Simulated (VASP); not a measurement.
OSZICAR of a VASP run on AlC$_{63}$:

File OSZICAR:
```
       N       E                     dE             d eps       ncg     rms          rms(c)
DAV:   1    -0.647214848408E+03   -0.64721E+03   -0.86669E+00   322   0.810E+00    0.110E+01
DAV:   2    -0.647241300344E+03   -0.26452E-01   -0.14652E-01   364   0.922E-01    0.805E+00
DAV:   3    -0.647224358313E+03    0.16942E-01   -0.15226E-02   364   0.330E-01    0.514E+00
DAV:   4    -0.647219607919E+03    0.47504E-02   -0.48414E-03   364   0.189E-01    0.309E+00
DAV:   5    -0.647218322897E+03    0.12850E-02   -0.10131E-03   356   0.865E-02    0.181E+00
DAV:   6    -0.647217940516E+03    0.38238E-03   -0.22160E-04   348   0.419E-02    0.105E+00
DAV:   7    -0.647217827273E+03    0.11324E-03   -0.61126E-05   347   0.228E-02    0.603E-01
DAV:   8    -0.647217794042E+03    0.33230E-04   -0.14794E-05   195   0.119E-02    0.352E-01
DAV:   9    -0.647217784489E+03    0.95529E-05   -0.57222E-06   203   0.803E-03
   1 F= -.64721778E+03 E0= -.64721778E+03  d E =-.112144E-20
```

Problem. Which electronic solver shows in the log?

Solution. It is blocked Davidson (ALGO = Normal, or the opening steps of other solvers). The INCAR had ALGO = Normal.

Problem. Can the final energy be trusted as converged?

Solution. The run converged. It stopped with EDIFF = 1E-5, NELM = 50 (HSE06 screened hybrid, plane waves, VASP's PBE PAW potentials (set 64)).  The cell is charged, with a uniform compensating background. The supercell is sampled at Γ alone, which is coarse: total energies, pressure and levels can be off, energies of defects by several tenths of an eV.

The cell is a supercell with a defect, built from C (diamond): Al_C, charge -1. The cell's shape comes from a PBE relaxation. The run is not spin-polarised, so no state with unpaired spins was tried.
